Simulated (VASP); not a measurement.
Runs of VASP 6.6.1 on Hf. Symmetry: P6_3/mmc, No. 194, hexagonal system. The conventional cell has a = 3.158 Å, b = 3.158 Å, c = 4.988 Å, α = 90.00°, β = 90.00°, γ = 120.00°. Hf (site symmetry -6m2) has 12 Hf at 3.09 to 3.16 Å as nearest neighbours. 

| level | k mesh | cutoff (eV) | smearing | gap on the mesh (eV) | pressure (GPa) |
| --- | --- | --- | --- | --- | --- |
| PBEsol | 15 × 15 × 8 | 900 | gaussian 0.1 eV | none | 0.0 |
| r2SCAN | 15 × 15 × 8 | 520 | gaussian 0.1 eV | none | (a) |
| PBEsol | 15 × 15 × 8 | 520 | gaussian 0.5 eV | none | 0.3 |
| PBEsol | 15 × 15 × 8 | 700 | gaussian 0.1 eV | none | 0.0 |
| PBEsol | 24 × 24 × 14 | 520 | gaussian 0.1 eV | none | 0.0 |

Alike in all rows: task single point; potentials or basis VASP PAW PBE potentials, release 64 (Hf_pv); no spin polarisation; cell as given.

**Question.** Fill in the values left out.

**Answer.** (a) 3.8.

Caveats: the PAW data sets were made with another functional, which shifts forces and pressure a little.

A k mesh can miss the band edges, and the runs leave out spin-orbit coupling on Hf.

A gap of «none» marks a metal or a gap under the smearing width.
